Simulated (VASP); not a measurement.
# Al4Cr2O7 (F-43m) in VASP: single point with PBEsol+U

Aim: the single point of Al4Cr2O7 with PBEsol+U.

Program: VASP 6.6.1. These are calculated values, not measurements. Logs are shortened: lines on timing, memory, paths and dates and some standing lists are left out, and cuts for length are marked.

### 1 The structure

The structure is cubic, space group F-43m (No. 216). The conventional cell has a = 8.364 Å, b = 8.364 Å, c = 8.364 Å, α = 90.00°, β = 90.00°, γ = 90.00°. Cr (site symmetry -43m) has 6 O at 2.03 Å as nearest neighbours. Cr (site symmetry -43m) has 12 O at 2.96 Å as nearest neighbours. Around Al (site symmetry 3m) lie 4 O at 1.81 to 1.97 Å. O (site symmetry 2mm) is surrounded by 2 Al at 1.81 Å and 1 Cr at 2.03 Å. Around O (site symmetry -43m) lie 4 Al at 1.97 Å.

The cell was built by a generator and needn't be a form met in nature.

### 2 Single point, PBEsol+U, collinear spin, typed start

INCAR

```
ALGO = Normal
EDIFF = 1E-6
ENCUT = 520
GGA = PS
ISIF = 2
ISMEAR = -1
ISPIN = 2
LASPH = True
LCHARG = True
LDAU = True
LDAUJ = 0 0 0
LDAUL = 2 -1 -1
LDAUPRINT = 1
LDAUTYPE = 2
LDAUU = 5.97 0 0
LELF = True
LMAXMIX = 4
LORBIT = 11
LREAL = False
LVHAR = True
LWAVE = False
MAGMOM = 3 -3 0 0 0 0 0 0 0 0 0 0 0
NBANDS = 55
NELM = 150
PREC = Accurate
SIGMA = 0.0168
```

KPOINTS

```
k-points
0
Gamma
  5 5 5
```

POSCAR

```
Al4Cr2O7
1.0
    0.0000000000      4.1817810769      4.1817810769
    4.1817810769      0.0000000000      4.1817810769
    4.1817810769      4.1817810769      0.0000000000
Cr Al O
2 4 7
Direct
    0.0000000000      0.0000000000      0.0000000000
    0.2500000000      0.2500000000      0.2500000000
    0.6143202417      0.6143202417      0.6143202417
    0.1570392748      0.6143202417      0.6143202417
    0.6143202417      0.6143202417      0.1570392748
    0.6143202417      0.1570392748      0.6143202417
    0.7572910017      0.2427089983      0.2427089983
    0.7572910017      0.2427089983      0.7572910017
    0.2427089983      0.7572910017      0.7572910017
    0.2427089983      0.7572910017      0.2427089983
    0.7572910017      0.7572910017      0.2427089983
    0.2427089983      0.2427089983      0.7572910017
    0.7500000000      0.7500000000      0.7500000000
```

Potentials or basis: VASP PAW PBE potentials, release 64 (Cr_pv, Al, O).

Run with:

```
> cat potpaw_PBE.64/Cr_pv/POTCAR potpaw_PBE.64/Al/POTCAR potpaw_PBE.64/O/POTCAR > POTCAR
> mpirun -np 1 vasp_std > vasp.out
```

OUTCAR:

```text
EDIFF = 1E-6
   ENCUT = 520
   GGA = PS
   ISIF = 2
   ISMEAR = -1
   ISPIN = 2
   LASPH = True
   LORBIT = 11
   LREAL = False
   NELM = 150
   PREC = Accurate

 ion  position               nearest neighbor table
   1  0.000  0.000  0.000-   7 2.03   8 2.03   9 2.03  10 2.03  11 2.03  12 2.03
   2  0.250  0.250  0.250-
   3  0.614  0.614  0.614-   8 1.81   9 1.81  11 1.81  13 1.97   5 2.70   6 2.70   4 2.70   6 3.21
                             5 3.21   4 3.21
   4  0.157  0.614  0.614-  10 1.81  12 1.81   9 1.81  13 1.97   5 2.70   6 2.70   3 2.70   6 3.21
                             5 3.21   3 3.21
   5  0.614  0.614  0.157-   7 1.81  10 1.81  11 1.81  13 1.97   4 2.70   6 2.70   3 2.70   6 3.21
                             4 3.21   3 3.21
   6  0.614  0.157  0.614-   7 1.81  12 1.81   8 1.81  13 1.97   4 2.70   5 2.70   3 2.70   4 3.21
                             5 3.21   3 3.21
   7  0.757  0.243  0.243-   5 1.81   6 1.81   1 2.03
   8  0.757  0.243  0.757-   3 1.81   6 1.81   1 2.03
   9  0.243  0.757  0.757-   3 1.81   4 1.81   1 2.03
  10  0.243  0.757  0.243-   4 1.81   5 1.81   1 2.03
  11  0.757  0.757  0.243-   3 1.81   5 1.81   1 2.03
  12  0.243  0.243  0.757-   4 1.81   6 1.81   1 2.03
  13  0.750  0.750  0.750-   4 1.97   5 1.97   6 1.97   3 1.97

  LATTYP: Found a face centered cubic cell.
 ALAT       =     8.3635621538

  Lattice vectors:

 A1 = (   0.0000000000,   4.1817810769,   4.1817810769)
 A2 = (   4.1817810769,   0.0000000000,   4.1817810769)
 A3 = (   4.1817810769,   4.1817810769,   0.0000000000)

Analysis of symmetry for initial positions (statically):
=====================================================================
 Subroutine PRICEL returns:
 Original cell was already a primitive cell.

 Routine SETGRP: Setting up the symmetry group for a
 face centered cubic supercell.

 Subroutine GETGRP returns: Found 24 space group operations
 (whereof 24 operations were pure point group operations)
 out of a pool of 48 trial point group operations.

The static configuration has the point symmetry T_d .

Analysis of symmetry for dynamics (positions and initial velocities):
=====================================================================
 Subroutine PRICEL returns:
 Original cell was already a primitive cell.

 Routine SETGRP: Setting up the symmetry group for a
 face centered cubic supercell.

 Subroutine GETGRP returns: Found 24 space group operations
 (whereof 24 operations were pure point group operations)
 out of a pool of 48 trial point group operations.

The dynamic configuration has the point symmetry T_d .

Analysis of structural, dynamic, and magnetic symmetry:
=====================================================================
 Subroutine PRICEL returns:
 Original cell was already a primitive cell.

 Routine SETGRP: Setting up the symmetry group for a
 face centered cubic supercell.

 Subroutine GETGRP returns: Found 24 space group operations
 (whereof 24 operations were pure point group operations)
 out of a pool of 48 trial point group operations.

The overall configuration has the point symmetry T_d .

 Subroutine INISYM returns: Found 24 space group operations
 (whereof 24 operations are pure point group operations),
 and found     1 'primitive' translations

----------------------------------------------------------------------------------------

                                     Primitive cell

  volume of cell :     146.2561

  direct lattice vectors                    reciprocal lattice vectors
     0.000000000  4.181781077  4.181781077    -0.119566278  0.119566278  0.119566278
[... 160 lines left out ...]
  o =  0.1682  v =  0.0000  0.0000  0.0000  0.0000  0.0000  0.0000  0.0000  0.0056  0.0000  1.0000      0.0000  0.0000  0.0000  0.0000  0.0000  0.0000  0.0000  0.0000  0.0000  0.0000
  o =  0.1682  v =  0.0000  0.0000  0.0000  0.0000  0.0000  0.0000 -0.0000  1.0000  0.0000 -0.0056      0.0000  0.0000  0.0000  0.0000  0.0000  0.0000  0.0000  0.0000  0.0000  0.0000
  o =  0.3701  v =  0.0000 -0.0000  0.0526  0.0000 -0.9986  0.0000  0.0000  0.0000  0.0000  0.0000      0.0000  0.0000  0.0000  0.0000  0.0000  0.0000  0.0000  0.0000  0.0000  0.0000
  o =  0.3701  v =  0.0000  0.0000 -0.9986 -0.0000 -0.0526  0.0000  0.0000  0.0000  0.0000  0.0000      0.0000  0.0000  0.0000  0.0000  0.0000  0.0000  0.0000  0.0000  0.0000  0.0000
  o =  0.9543  v =  0.0000 -0.7638  0.0000 -0.6454 -0.0000  0.0000  0.0000  0.0000  0.0000  0.0000      0.0000  0.0000  0.0000  0.0000  0.0000  0.0000  0.0000  0.0000  0.0000  0.0000
  o =  0.9543  v =  0.0000 -0.6454  0.0000  0.7638 -0.0000  0.0000  0.0000  0.0000  0.0000  0.0000      0.0000  0.0000  0.0000  0.0000  0.0000  0.0000  0.0000  0.0000  0.0000  0.0000
  o =  0.9543  v =  1.0000  0.0000  0.0000  0.0000  0.0000  0.0000  0.0000  0.0000  0.0000  0.0000      0.0000  0.0000  0.0000  0.0000  0.0000  0.0000  0.0000  0.0000  0.0000  0.0000

atom =   2  type =  1  l = 2

 onsite density matrix

spin component  1

  0.0043 -0.0000  0.0000 -0.0000  0.0000
 -0.0000  0.0043 -0.0000  0.0000 -0.0000
  0.0000 -0.0000  0.0031 -0.0000 -0.0000
 -0.0000  0.0000 -0.0000  0.0043  0.0000
  0.0000 -0.0000 -0.0000  0.0000  0.0031

spin component  2

  0.9175 -0.0000 -0.0000 -0.0000 -0.0000
 -0.0000  0.9175  0.0000  0.0000  0.0000
 -0.0000  0.0000  0.8933 -0.0000  0.0000
 -0.0000  0.0000 -0.0000  0.9175 -0.0000
 -0.0000  0.0000  0.0000 -0.0000  0.8933

 occupancies and eigenvectors

  o =  0.0031  v =  0.0000 -0.0000  0.9993 -0.0000  0.0367  0.0000  0.0000  0.0000  0.0000  0.0000      0.0000  0.0000  0.0000  0.0000  0.0000  0.0000  0.0000  0.0000  0.0000  0.0000
  o =  0.0031  v =  0.0000  0.0000 -0.0367 -0.0000  0.9993  0.0000  0.0000  0.0000  0.0000  0.0000      0.0000  0.0000  0.0000  0.0000  0.0000  0.0000  0.0000  0.0000  0.0000  0.0000
  o =  0.0043  v =  0.0000 -0.0495  0.0000  0.9988  0.0000  0.0000  0.0000  0.0000  0.0000  0.0000      0.0000  0.0000  0.0000  0.0000  0.0000  0.0000  0.0000  0.0000  0.0000  0.0000
  o =  0.0043  v =  0.0000 -0.9988 -0.0000 -0.0495  0.0000  0.0000  0.0000  0.0000  0.0000  0.0000      0.0000  0.0000  0.0000  0.0000  0.0000  0.0000  0.0000  0.0000  0.0000  0.0000
  o =  0.0043  v =  1.0000  0.0000  0.0000  0.0000  0.0000  0.0000  0.0000  0.0000  0.0000  0.0000      0.0000  0.0000  0.0000  0.0000  0.0000  0.0000  0.0000  0.0000  0.0000  0.0000
  o =  0.8933  v =  0.0000  0.0000  0.0000  0.0000  0.0000  0.0000  0.0000  1.0000 -0.0000 -0.0058      0.0000  0.0000  0.0000  0.0000  0.0000  0.0000  0.0000  0.0000  0.0000  0.0000
  o =  0.8933  v =  0.0000  0.0000  0.0000  0.0000  0.0000  0.0000  0.0000  0.0058  0.0000  1.0000      0.0000  0.0000  0.0000  0.0000  0.0000  0.0000  0.0000  0.0000  0.0000  0.0000
  o =  0.9175  v =  0.0000  0.0000  0.0000  0.0000  0.0000  0.0000 -0.9987  0.0000 -0.0519  0.0000      0.0000  0.0000  0.0000  0.0000  0.0000  0.0000  0.0000  0.0000  0.0000  0.0000
  o =  0.9175  v =  0.0000  0.0000  0.0000  0.0000  0.0000  1.0000  0.0000  0.0000  0.0000  0.0000      0.0000  0.0000  0.0000  0.0000  0.0000  0.0000  0.0000  0.0000  0.0000  0.0000
  o =  0.9175  v =  0.0000  0.0000  0.0000  0.0000  0.0000  0.0000  0.0519 -0.0000 -0.9987  0.0000      0.0000  0.0000  0.0000  0.0000  0.0000  0.0000  0.0000  0.0000  0.0000  0.0000

 number of electron      77.9999993 magnetization      -2.1282049

 Free energy of the ion-electron system (eV)
  ---------------------------------------------------
  ext. energy  EPLUGINS =         0.00000000
  ---------------------------------------------------
  free energy    TOTEN  =       -95.30569614 eV

  energy without entropy =      -95.30333906  energy(sigma->0) =      -95.30451760

 E-fermi :   7.8779     XC(G=0): -10.9293

 val. band max:        7.8650743287   @ k =   0.2000   0.0000   0.0000
 cond. band min:       8.0142471404   @ k =   0.0000   0.0000   0.0000
 fundamental gap:      0.1491728117
 Fermi energy:         7.8778920664

 spin component 1

 k-point     1 :       0.0000    0.0000    0.0000
  band No.  band energies     occupation
      1     -37.8824      1.00000
      2     -37.8823      1.00000
      3     -37.8823      1.00000
      4     -30.1584      1.00000
      5     -30.1584      1.00000
      6     -30.1584      1.00000
[... 529 lines left out ...]
     50      13.9394      0.00000
     51      14.0405      0.00000
 Fermi energy:         7.8778920664

 spin component 2

 k-point     1 :       0.0000    0.0000    0.0000
  band No.  band energies     occupation
      1     -34.6183      1.00000
      2     -34.6183      1.00000
      3     -34.6183      1.00000
      4     -34.4883      1.00000
      5     -34.4883      1.00000
      6     -34.4883      1.00000
[... 529 lines left out ...]
     50      12.1164      0.00000
     51      13.0004      0.00000
 [bands above 51 left out]

------------------------ aborting loop because EDIFF is reached ----------------------------------------

  FORCE on cell =-STRESS in cart. coord.  units (eV):
  Direction    XX          YY          ZZ          XY          YZ          ZX
  --------------------------------------------------------------------------------------
  -------------------------------------------------------------------------------------
  Total        0.1542767      0.1542767      0.1542767      0.0000000      0.0000000     -0.0000000
  in kB        1.6900406      1.6900406      1.6900406      0.0000000      0.0000000     -0.0000000
  external PRESSURE =       1.6900406 kB  Pullay stress =       0.0000000 kB

 VOLUME and BASIS-vectors are now :
 -----------------------------------------------------------------------------
  energy-cutoff  :      520.00
  volume of cell :      146.26
      direct lattice vectors                 reciprocal lattice vectors
     0.000000000  4.181781077  4.181781077    -0.119566278  0.119566278  0.119566278
     4.181781077  0.000000000  4.181781077     0.119566278 -0.119566278  0.119566278
     4.181781077  4.181781077  0.000000000     0.119566278  0.119566278 -0.119566278

 POSITION                                       TOTAL-FORCE (eV/Angst)
 -----------------------------------------------------------------------------------
      0.00000      0.00000      0.00000         0.000000      0.000000     -0.000000
      2.09089      2.09089      2.09089         0.000000      0.000000     -0.000000
      5.13791      5.13791      5.13791        -0.070898     -0.070898     -0.070898
      5.13791      3.22566      3.22566        -0.070898      0.070898      0.070898
      3.22566      3.22566      5.13791         0.070898      0.070898     -0.070898
      3.22566      5.13791      3.22566         0.070898     -0.070898      0.070898
      2.02991      4.18178      4.18178        -0.179826      0.000000     -0.000000
      4.18178      6.33365      4.18178         0.000000      0.179826     -0.000000
      6.33365      4.18178      4.18178         0.179826      0.000000     -0.000000
      4.18178      2.02991      4.18178         0.000000     -0.179826     -0.000000
      4.18178      4.18178      6.33365         0.000000      0.000000      0.179826
      4.18178      4.18178      2.02991         0.000000      0.000000     -0.179826
      6.27267      6.27267      6.27267         0.000000      0.000000     -0.000000
 -----------------------------------------------------------------------------------
    total drift:                                0.000001      0.000001      0.000001

  FREE ENERGIE OF THE ION-ELECTRON SYSTEM (eV)
  ---------------------------------------------------
  free  energy   TOTEN  =       -95.3056961382 eV

  energy  without entropy=      -95.3033390615  energy(sigma->0) =      -95.30451760

 total charge

# of ion       s       p       d       tot
------------------------------------------
    1        0.265   6.301   3.988  10.553
    2        0.102   6.027   4.535  10.665
    3        0.350   0.417   0.000   0.767
    4        0.350   0.417   0.000   0.767
    5        0.350   0.417   0.000   0.767
    6        0.350   0.417   0.000   0.767
    7        1.562   3.531   0.000   5.094
    8        1.562   3.531   0.000   5.094
    9        1.562   3.531   0.000   5.094
   10        1.562   3.531   0.000   5.094
   11        1.562   3.531   0.000   5.094
   12        1.562   3.531   0.000   5.094
   13        1.543   3.541   0.000   5.084
--------------------------------------------------
tot         12.685  38.727   8.523  59.934

 magnetization (x)

# of ion       s       p       d       tot
------------------------------------------
    1        0.017   0.026   3.182   3.226
    2       -0.053  -0.014  -4.498  -4.564
    3        0.001  -0.002   0.000  -0.000
    4        0.001  -0.002   0.000  -0.000
    5        0.001  -0.002   0.000  -0.000
    6        0.001  -0.002   0.000  -0.000
    7       -0.006  -0.038   0.000  -0.044
    8       -0.006  -0.038   0.000  -0.044
    9       -0.006  -0.038   0.000  -0.044
   10       -0.006  -0.038   0.000  -0.044
   11       -0.006  -0.038   0.000  -0.044
   12       -0.006  -0.038   0.000  -0.044
   13       -0.002  -0.001   0.000  -0.003
--------------------------------------------------
tot         -0.067  -0.221  -1.316  -1.604
```

Run time: 3.4 min. Hardware: 1 thread of Intel Xeon Platinum 8488C (Sapphire Rapids), shared host; peak memory 0.45 GiB.

Results:

- Free energy: -95.3057 eV
- Pressure: 0.2 GPa
- Largest force: 0.180 eV/Å
- Band gap on the k mesh: none (metal or under the smearing width)
- Net moment: -2.13 μB per cell
- Site moments: Cr +3.23, -4.56; Al -0.00; O -0.04, -0.00 μB
- Valence electrons inside the program's atomic spheres: Cr 10.55, 10.66; Al 0.77; O 5.09, 5.08

Forces in eV/Å, atoms in the order of the input:
```
Cr   0.000  0.000  0.000
Cr   0.000  0.000  0.000
Al  -0.071 -0.071 -0.071
Al  -0.071  0.071  0.071
Al   0.071  0.071 -0.071
Al   0.071 -0.071  0.071
O   -0.180  0.000  0.000
O    0.000  0.180  0.000
O    0.180  0.000  0.000
O    0.000 -0.180  0.000
O    0.000  0.000  0.180
O    0.000  0.000 -0.180
O    0.000  0.000  0.000
```

Levels at points of the mesh, in eV from the Fermi level:
Spin up:
```csv
k point,band 36,band 37,band 38,band 39,band 40,band 41
"(0.00, 0.00, 0.00)",-4.29,-4.29,-1.20,0.14,1.00,1.00
```
Spin down:
| k point | band 36 | band 37 | band 38 | band 39 | band 40 | band 41 | band 42 | band 43 | band 44 | band 45 |
| --- | --- | --- | --- | --- | --- | --- | --- | --- | --- | --- |
| (0.00, 0.00, 0.00) | -2.47 | -2.45 | -2.45 | -2.45 | -1.86 | -0.24 | 1.89 | 2.90 | 2.90 | 3.12 |

Eigenvalues of the final occupation matrices:
| site | spin | trace | eigenvalues |
| --- | --- | --- | --- |
| site 1 d | 1 | 3.60 | 0.37 0.37 0.95 0.95 0.95 |
| site 1 d | 2 | 0.41 | 0.03 0.03 0.03 0.17 0.17 |
| site 2 d | 1 | 0.02 | 0.00 0.00 0.00 0.00 0.00 |
| site 2 d | 2 | 4.54 | 0.89 0.89 0.92 0.92 0.92 |

Caveat: the PAW data sets were made with another functional, which shifts forces and pressure a little. The state reached can hang on the start; a lower one may exist.
